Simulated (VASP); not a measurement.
The input files of a VASP run:

**INCAR**
```
# general
SYSTEM  = PdIn
PREC    = Accurate
ENCUT   = 520
LREAL   = .FALSE.
LASPH   = .TRUE.

# electronic loop
EDIFF   = 1E-7
NELM    = 100
ALGO    = Normal
LMAXMIX = 4

# smearing
ISMEAR  = 1
SIGMA   = 0.1

# functional
GGA     = PE
IVDW    = 12

# ions
ISIF    = 2

# output
LWAVE   = .FALSE.
LCHARG  = .FALSE.
```

**KPOINTS**
```
K-points
0
Gamma
  11 11 11
0 0 0
```

### POSCAR
```
PdIn
1
    3.1950523506     0.0000000000     0.0000000000
    0.0000000000     3.1950523506     0.0000000000
    0.0000000000     0.0000000000     3.1950523506
In Pd
1 1
Direct
  0.5000000000   0.5000000000   0.5000000000
  0.0000000000   0.0000000000   0.0000000000
```

POTCAR, in this order: In_d Pd (PBE.64 set). Program: vasp_std.

Q: Translate this PBE-D3(BJ) calculation to Ansatz.

A: One equivalent input (not run):
Ansatz 0.2 input:
```yaml
crystal:
  lattice:
    - [3.1950524, 0.0000000, 0.0000000]
    - [0.0000000, 3.1950524, 0.0000000]
    - [0.0000000, 0.0000000, 3.1950524]
  atoms:
    - { symbol: In, position: [0.5000000, 0.5000000, 0.5000000] }
    - { symbol: Pd, position: [0.0000000, 0.0000000, 0.0000000] }
kpoints:
  mp_grid: { grid: [11, 11, 11] }
hamiltonian:
  xc: pbe
  dispersion: d3bj
  pseudopotentials: { kind: paw }
scf:
  occupations: { method: methfessel_paxton, width: 0.1 }
  max_iter: 100
output: { forces: true, stress: true, eigenvalues: true }
```
Limits of the translation: each code has its own PAW files, so the cut-off isn't converted (ENCUT is set for VASP's; basis.ecutwfc is left out, and Ansatz then takes the one that its files recommend); Ansatz stops its SCF on the density residual and VASP on the energy change (EDIFF).

The compound is PdIn in the CsCl type structure. This cell is one point of a volume scan, at 0.94 of the reference volume.
